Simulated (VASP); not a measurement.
Input:

```
HgK2SnTe4
1.0
   -4.39353     4.39353     3.73584
    4.39353    -4.39353     3.73584
    4.39353     4.39353    -3.73584
K Sn Hg Te
2 1 1 4
Direct
  0.50000   0.00000   0.50000
  0.00000   0.50000   0.50000
  0.00000   0.00000   0.00000
  0.50000   0.50000   0.00000
  0.58681   0.93755   0.00000
  0.06245   0.06245   0.64926
  0.93755   0.58681   0.00000
  0.41319   0.41319   0.35074
```

The numbers are results of LDA (Ceperley-Alder, Perdew-Zunger), VASP's LDA PAW potentials (set 64) (plane waves; VASP 6.6.1), not measurements. Settings: 300 eV cut-off, 3×3×3 Γ-centred mesh, Gaussian smearing of 0.010 eV, potentials K_sv Sn_d Hg Te.

At this cut-off the stress carries a Pulay error, which pulls relaxed volumes low.

Problem. Estimate the energy per atom (σ→0), pressure, largest force.

Solution. 
```
Property                        Value
---------------------  --------------
energy per atom (σ→0)  -3.395 eV/atom
pressure                    -2.99 GPa
largest force              0.295 eV/Å
```

Total energies compare only between runs with the same potentials, cut-off and functional.

The structure comes from a computed database's K2SnHgTe4 entry; how it stands against other phases isn't given here. The cell was not relaxed at this level.
